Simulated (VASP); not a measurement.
Input for VASP

POSCAR:
```
Ge
1
    0.0000000000     2.8290000000     2.8290000000
    2.8290000000     0.0000000000     2.8290000000
    2.8290000000     2.8290000000     0.0000000000
Ge
2
Direct
  0.0000000000   0.0000000000   0.0000000000
  0.2500000000   0.2500000000   0.2500000000
```

### KPOINTS
```
Automatic mesh
0
Gamma
7 7 7
0 0 0
```

INCAR:
```
LREAL = .FALSE.
NELM = 100   ! most electronic steps
SYSTEM = Ge
LMAXMIX = 4   ! l cut-off of mixed one-centre charges
LASPH = .TRUE.   ! aspherical one-centre terms
ALGO = Normal   ! blocked Davidson
LCHARG = .FALSE.
SIGMA = 0.05   ! width (eV)
NSW = 60   ! most ionic steps
ISIF = 3
EDIFFG = -0.01
GGA = PS   ! PBEsol
LWAVE = .FALSE.
EDIFF = 1E-6   ! SCF stop (eV)
PREC = Accurate
ISMEAR = 0
IBRION = 2   ! conjugate gradients
ENCUT = 400   ! plane-wave cut-off (eV)
```

POTCAR, in this order: Ge_d (PBE.64 set). Program: vasp_std.

Translate this PBEsol calculation to Quantum ESPRESSO's pw.x.

One equivalent input (not run):
```
&CONTROL
  calculation = 'vc-relax'
  pseudo_dir = './pseudo'
  outdir = './out'
  tprnfor = .true.
  tstress = .true.
  nstep = 60
  forc_conv_thr = 0.00039
/
&SYSTEM
  ibrav = 0
  nat = 2
  ntyp = 1
  ecutwfc = 78
  occupations = 'smearing'
  smearing = 'gaussian'
  degauss = 0.003675
  input_dft = 'pbesol'
/
&ELECTRONS
  conv_thr = 7.3e-08
  electron_maxstep = 100
/
&IONS
/
&CELL
/
ATOMIC_SPECIES
  Ge 72.630 Ge.upf
CELL_PARAMETERS angstrom
     0.0000000    2.8290000    2.8290000
     2.8290000    0.0000000    2.8290000
     2.8290000    2.8290000    0.0000000
ATOMIC_POSITIONS crystal
  Ge   0.0000000  0.0000000  0.0000000
  Ge   0.2500000  0.2500000  0.2500000
K_POINTS automatic
  7 7 7 0 0 0
```
The two are equivalent in intent, not identical: the potentials are each code's own (VASP's PAW set, PseudoDojo norm-conserving files in pw.x), so ENCUT and ecutwfc are chosen apart and not converted; conv_thr bounds pw.x's estimated SCF error, while EDIFF bounds the energy change between steps; forc_conv_thr acts on force components and is met together with etot_conv_thr.

The compound is Ge in the diamond structure. This run relaxes it. Symmetry was kept, so distortions that lower it aren't found.
